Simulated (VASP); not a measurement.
# Be3Se2S (Imm2) in VASP: density of states with PBE

Aim: the density of states of Be3Se2S with PBE.

All numbers are computed with VASP 6.6.1; they aren't measurements. Logs are shortened: lines on timing, memory, paths and dates and some standing lists are left out, and cuts for length are marked.

## 1. Starting point

It takes space group Imm2 (No. 44, orthorhombic). The conventional cell has a = 3.593 Å, b = 10.776 Å, c = 5.077 Å, α = 90.00°, β = 90.00°, γ = 90.00°. Around Be (site symmetry m) lie 1 S at 2.11 Å and 3 Se at 2.23 to 2.24 Å. Around Be (site symmetry mm2) lie 2 S at 2.15 Å and 2 Se at 2.24 Å. Se (site symmetry m) has 4 Be at 2.23 to 2.24 Å as nearest neighbours. S (site symmetry mm2) is surrounded by 4 Be at 2.11 to 2.15 Å.

The cell was built by a generator and needn't be a form met in nature.

## 2. Density of states, PBE

Contents of POSCAR:

```
Be3Se2S
1.0
   -1.7963300000      5.3878500000      2.5385700000
    1.7963300000     -5.3878500000      2.5385700000
    1.7963300000      5.3878500000     -2.5385700000
Be Se S
3 2 1
Direct
    0.4008870000      0.2410370000      0.1598490000
    0.0811880000      0.2410370000      0.8401510000
    0.7675170000      0.2675170000      0.5000000000
    0.3347920000      0.0002520000      0.3345400000
    0.6657120000      0.0002520000      0.6654600000
    0.9999070000      0.9999070000      0.0000000000
```

Contents of INCAR.step1:

```
  PREC = Accurate
  ENCUT = 520
  EDIFF = 1E-6
  ISMEAR = 0
  SIGMA = 0.03
  LREAL = F
  LASPH = T
  NELM = 80
  ALGO = Normal
  ISIF = 2
  LWAVE = F
  LCHARG = T
  GGA = PE
  KPAR = 2
```

Contents of KPOINTS.step1:

```
Automatic mesh
0
Gamma
  8 8 8
```

Contents of INCAR.step2:

```
  PREC = Accurate
  ENCUT = 520
  EDIFF = 1E-6
  ISMEAR = -5
  SIGMA = 0.03
  LREAL = F
  LASPH = T
  NELM = 80
  ALGO = Normal
  ISIF = 2
  LWAVE = F
  LCHARG = F
  GGA = PE
  LORBIT = 11
  KPAR = 2
  NEDOS = 2001
  ICHARG = 11
```

Contents of KPOINTS.step2:

```
Automatic mesh
0
Gamma
  12 12 12
```

Potentials or basis: VASP PAW PBE potentials, release 64 (Be, Se, S).

Run with:

```bash
cat potpaw_PBE.64/Be/POTCAR potpaw_PBE.64/Se/POTCAR potpaw_PBE.64/S/POTCAR > POTCAR
cp INCAR.step1 INCAR
cp KPOINTS.step1 KPOINTS
mpirun -np 2 vasp_std > vasp.out
cp INCAR.step2 INCAR
cp KPOINTS.step2 KPOINTS
mpirun -np 2 vasp_std > vasp.out
```

OUTCAR:

```text
PREC = Accurate
   ENCUT = 520
   EDIFF = 1E-6
   ISMEAR = -5
   LREAL = F
   LASPH = T
   NELM = 80
   ISIF = 2
   GGA = PE
   LORBIT = 11
   ICHARG = 11

 ion  position               nearest neighbor table
   1  0.401  0.241  0.160-   6 2.11   5 2.23   5 2.23   4 2.24
   2  0.081  0.241  0.840-   6 2.11   4 2.23   4 2.23   5 2.24
   3  0.768  0.268  0.500-   6 2.15   6 2.15   5 2.24   4 2.24
   4  0.335  0.000  0.335-   2 2.23   2 2.23   3 2.24   1 2.24
   5  0.666  0.000  0.665-   1 2.23   1 2.23   3 2.24   2 2.24
   6  1.000  1.000  0.000-   2 2.11   1 2.11   3 2.15   3 2.15

  LATTYP: Found a body centered orthorhombic cell.
 ALAT       =     3.5926600000
 B/A-ratio  =     1.4131980204
 C/A-ratio  =     2.9993653727

  Lattice vectors:

 A1 = (   1.7963300000,  -5.3878500000,  -2.5385700000)
 A2 = (  -1.7963300000,  -5.3878500000,   2.5385700000)
 A3 = (  -1.7963300000,   5.3878500000,  -2.5385700000)

Analysis of symmetry for initial positions (statically):
=====================================================================
 Subroutine PRICEL returns:
 Original cell was already a primitive cell.

 Routine SETGRP: Setting up the symmetry group for a
 body centered orthorhombic supercell.

 Subroutine GETGRP returns: Found  4 space group operations
 (whereof  4 operations were pure point group operations)
 out of a pool of  8 trial point group operations.

The static configuration has the point symmetry C_2v.

Analysis of symmetry for dynamics (positions and initial velocities):
=====================================================================
 Subroutine PRICEL returns:
 Original cell was already a primitive cell.

 Routine SETGRP: Setting up the symmetry group for a
 body centered orthorhombic supercell.

 Subroutine GETGRP returns: Found  4 space group operations
 (whereof  4 operations were pure point group operations)
 out of a pool of  8 trial point group operations.

The dynamic configuration has the point symmetry C_2v.

 Subroutine INISYM returns: Found  4 space group operations
 (whereof  4 operations are pure point group operations),
 and found     1 'primitive' translations

----------------------------------------------------------------------------------------

                                     Primitive cell

[... 115 lines left out ...]
   ISMEAR =    -5;   SIGMA  =   0.03  broadening in eV -4-tet -1-fermi 0-gaus
   EFERMI_NEDOS =   21; number of points for ismear=-14 and -15
   IALGO  =     38    algorithm
   IMIX   =      4    mixing-type and parameters
     AMIX     =   0.40;   BMIX     =  1.00
     AMIX_MAG =   1.60;   BMIX_MAG =  1.00
  volume/ion in A,a.u.               =      16.38       110.53
  Fermi-wavevector in a.u.,A,eV,Ry     =   1.023281  1.933721 14.246720  1.047104
  Thomas-Fermi vector in A             =   2.157006
   LORBIT       =     11    0 simple, 1 ext, 2 COOP (PROOUT), +10 PAW based schemes
   GGA     = PE    functional components
   LHFCALC =     F    Hartree Fock is set to
   AEXX    =    0.0000 exact exchange contribution
   IVDW    =     0    specifies the selected vdW correction
   LEPSILON=     F    determine dielectric tensor
   LRPA    =     F    only Hartree local field effects (RPA)
 non-spin polarized calculation
 Fermi weights with tetrahedron method with Bloechl corrections
  energy-cutoff  :      520.00
  volume of cell :       98.28
 maximum number of plane-waves:      2673
 NGX is ok and might be reduce to    48

 number of electron      23.9999999 magnetization

 Free energy of the ion-electron system (eV)
  ---------------------------------------------------
  ext. energy  EPLUGINS =         0.00000000
  ---------------------------------------------------
  free energy    TOTEN  =       -27.67047382 eV

  energy without entropy =      -27.67047382  energy(sigma->0) =      -27.67047382

 E-fermi :   3.5520     XC(G=0):  -9.4532

 val. band max:        3.5420964060   @ k =   0.0000   0.0000   0.0000
 cond. band min:       6.2166373964   @ k =   0.5000   0.5000  -0.0000
 fundamental gap:      2.6745409904
 Fermi energy:         3.5519599543

 k-point     1 :       0.0000    0.0000    0.0000
  band No.  band energies     occupation
      1     -10.2196      2.00000
      2      -8.5623      2.00000
      3      -8.3793      2.00000
      4      -1.1884      2.00000
      5      -1.0523      2.00000
      6      -0.6562      2.00000
[... 433 lines left out ...]
      3      -8.7250      2.00000
      4      -1.9160      2.00000
      5      -0.7549      2.00000
      6      -0.3635      2.00000
[... 8 lines left out ...]
     15       9.0955      0.00000
     16       9.4494      0.00000

 [... further k-points ...]

------------------------ aborting loop because EDIFF is reached ----------------------------------------

  FORCE on cell =-STRESS in cart. coord.  units (eV):
  Direction    XX          YY          ZZ          XY          YZ          ZX
  --------------------------------------------------------------------------------------
  -------------------------------------------------------------------------------------
  Total       -0.0070145      0.0047061     -0.0008004      0.0000000      0.0000000      0.0000000
  in kB       -0.1143548      0.0767216     -0.0130490      0.0000000      0.0000000      0.0000000
  external PRESSURE =      -0.0168941 kB  Pullay stress =       0.0000000 kB

 VOLUME and BASIS-vectors are now :
 -----------------------------------------------------------------------------
  energy-cutoff  :      520.00
  volume of cell :       98.28
      direct lattice vectors                 reciprocal lattice vectors
    -1.796330000  5.387850000  2.538570000     0.000000000  0.092801396  0.196961281
     1.796330000 -5.387850000  2.538570000     0.278345293  0.000000000  0.196961281
     1.796330000  5.387850000 -2.538570000     0.278345293  0.092801396  0.000000000

 POSITION                                       TOTAL-FORCE (eV/Angst)
 -----------------------------------------------------------------------------------
     -0.00000      1.72249      1.22378        -0.000000     -0.002385      0.001464
      1.79633      3.66537     -1.31479        -0.000000      0.002385      0.001464
     -0.00000      5.38785      1.35822         0.000000     -0.000000      0.000300
      0.00000      3.60490      0.00128         0.000000      0.001802     -0.000365
      0.00000      7.17080      0.00128         0.000000     -0.001802     -0.000365
      0.00000      0.00000      5.07667         0.000000      0.000000     -0.002499
 -----------------------------------------------------------------------------------
    total drift:                               -0.000004      0.000079     -0.000049

  FREE ENERGIE OF THE ION-ELECTRON SYSTEM (eV)
  ---------------------------------------------------
  free  energy   TOTEN  =       -27.6704738206 eV

  energy  without entropy=      -27.6704738206  energy(sigma->0) =      -27.67047382

 total charge

# of ion       s       p       d       tot
------------------------------------------
    1        0.379   0.609   0.000   0.988
    2        0.379   0.609   0.000   0.988
    3        0.371   0.589   0.000   0.960
    4        1.424   2.524   0.031   3.978
    5        1.424   2.524   0.031   3.978
    6        1.305   2.500   0.000   3.805
--------------------------------------------------
tot          5.282   9.356   0.061  14.699
```

OUTCAR.step1:

```text
PREC = Accurate
   ENCUT = 520
   EDIFF = 1E-6
   ISMEAR = 0
   LREAL = F
[... 696 lines left out ...]
     -0.00000      5.38785      1.35822        -0.000000      0.000000     -0.000608
      0.00000      3.60490      0.00128        -0.000000      0.001843     -0.000655
      0.00000      7.17080      0.00128        -0.000000     -0.001843     -0.000655
      0.00000      0.00000      5.07667        -0.000000      0.000000     -0.002607
 -----------------------------------------------------------------------------------
    total drift:                               -0.000004      0.000079     -0.000020

  FREE ENERGIE OF THE ION-ELECTRON SYSTEM (eV)
  ---------------------------------------------------
  free  energy   TOTEN  =       -27.6728448539 eV

  energy  without entropy=      -27.6728448539  energy(sigma->0) =      -27.67284485
```

OSZICAR.step1:

```text
N       E                     dE             d eps       ncg     rms          rms(c)
DAV:   1     0.974637522823E+02    0.97464E+02   -0.10059E+04  3040   0.126E+03
DAV:   2    -0.211536611167E+02   -0.11862E+03   -0.11569E+03  4136   0.199E+02
DAV:   3    -0.279954189688E+02   -0.68418E+01   -0.68343E+01  4232   0.583E+01
DAV:   4    -0.280600790365E+02   -0.64660E-01   -0.64642E-01  4216   0.630E+00
DAV:   5    -0.280610803646E+02   -0.10013E-02   -0.10012E-02  4288   0.730E-01    0.722E+00
DAV:   6    -0.277651160344E+02    0.29596E+00   -0.24632E-01  4152   0.292E+00    0.459E+00
DAV:   7    -0.276710770870E+02    0.94039E-01   -0.35225E-01  3800   0.356E+00    0.936E-01
DAV:   8    -0.276723456372E+02   -0.12686E-02   -0.15388E-02  4368   0.907E-01    0.387E-01
DAV:   9    -0.276727439918E+02   -0.39835E-03   -0.57075E-03  4048   0.446E-01    0.768E-02
DAV:  10    -0.276727378697E+02    0.61221E-05   -0.26322E-04  4416   0.123E-01    0.573E-02
DAV:  11    -0.276727961454E+02   -0.58276E-04   -0.11654E-04  4224   0.661E-02    0.218E-02
DAV:  12    -0.276728446135E+02   -0.48468E-04   -0.73823E-05  4072   0.586E-02    0.148E-02
DAV:  13    -0.276728448539E+02   -0.24040E-06   -0.42937E-06  4432   0.159E-02
   1 F= -.27672845E+02 E0= -.27672845E+02  d E =-.272939E-20
```

Wall time 4.7 min (2 MPI ranks of Intel Xeon Platinum 8259CL at 2.50GHz (Skylake/Cascade Lake), shared host); peak memory 0.64 GiB.

What came out:

* Valence electrons inside the program's atomic spheres: Be 0.99, 0.96; Se 3.98; S 3.81

Levels at points of the mesh, in eV from the valence-band top:
```tsv
k point	band 10	band 11	band 12	band 13	band 14	band 15
(0.00, 0.00, 0.00)	-0.13	-0.12	0.00	4.02	4.47	4.62
(0.50, 0.00, 0.00)	-1.24	-1.12	-0.89	4.32	4.54	4.70
(0.00, 0.50, 0.00)	-2.27	-1.14	-1.12	4.50	5.65	5.72
(0.50, 0.50, 0.00)	-2.57	-2.18	-1.72	2.67	4.32	5.12
(0.50, 0.50, 0.50)	-1.69	-0.84	-0.17	2.67	4.28	5.25
```

States per cell in windows of 1 eV (zero at the valence-band top; states under -8 eV left out):
```csv
from (eV),total,Se4_p,Se5_p,S6_p,Be3_p,Be1_p,Be2_p
-8.0,0.00,0.00,0.00,0.00,0.00,0.00,0.00
-7.0,0.00,0.00,0.00,0.00,0.00,0.00,0.00
-6.0,1.33,0.12,0.12,0.19,0.02,0.02,0.02
-5.0,3.57,0.35,0.35,0.52,0.05,0.05,0.05
-4.0,3.22,0.35,0.35,0.55,0.11,0.10,0.10
-3.0,4.21,0.57,0.57,0.67,0.17,0.16,0.16
-2.0,4.17,0.80,0.80,0.40,0.14,0.17,0.17
-1.0,1.48,0.32,0.32,0.15,0.04,0.06,0.06
0.0,0.00,0.00,0.00,0.00,0.00,0.00,0.00
1.0,0.00,0.00,0.00,0.00,0.00,0.00,0.00
2.0,0.05,0.00,0.00,0.00,0.00,0.00,0.00
3.0,0.84,0.01,0.01,0.01,0.05,0.04,0.04
4.0,3.14,0.04,0.04,0.04,0.20,0.16,0.16
5.0,3.75,0.08,0.08,0.09,0.21,0.22,0.22
6.0,0.22,0.01,0.01,0.01,0.01,0.01,0.01
```
